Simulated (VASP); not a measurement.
Consider the following.

```xyz
2
Lattice="0.0000 3.2213 3.2213 3.2213 0.0000 3.2213 3.2213 3.2213 0.0000" Properties=species:S:1:pos:R:3 pbc="T T T"
K      0.0000     0.0000     0.0000
Cl     3.2213     3.2213     3.2213
```

The numbers are results of PW91 GGA, VASP's PBE PAW potentials (set 64) (plane waves; VASP), not measurements. Run with 520 eV cut-off, 7×7×7 Γ-centred mesh, Gaussian smearing of 0.050 eV, potentials K_sv Cl.

Problem. What does the run give for the energy per atom (σ→0), band gap (on the k-mesh) with the smallest direct gap where there is one?

Solution. 
```yaml
band gap (on the k-mesh): 4.99 eV
smallest direct gap (on the k-mesh): 4.99 eV
energy per atom (σ→0): -3.435 eV/atom
```

Only differences to runs with the same potentials and settings are physical.

The compound is KCl in the rock salt structure. This cell is one point of a volume scan, at 1.03 of the reference volume.
